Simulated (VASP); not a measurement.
Energy against volume of AlN (zinc blende). Calculation: PBE GGA with D4 dispersion, VASP's PBE PAW potentials (set 64) (plane waves; VASP). Run with 520 eV cut-off, 10×10×10 Γ-centred mesh, Gaussian smearing of 0.050 eV, potentials Al N.

```
V (Å³/atom)  E (eV/atom)
-----------  -----------
10.100          -7.72202
10.413          -7.72802
10.725          -7.72254
11.037          -7.70680
```

Fit these four points and predict the energy of the run at 9.788 Å³/atom.

A cubic in V^(−2/3), the third-order Birch-Murnaghan form, passes through the four points with V0 = 10.41 Å³/atom and B0 = 196 GPa, and gives -7.7033 eV/atom there. The run gave -7.7018 eV/atom, +1.4 meV/atom from the fit; all five points give B0 = 202 GPa.

The compound is AlN in the zinc blende structure, a metastable form; wurtzite is the usual one. It was relaxed first.
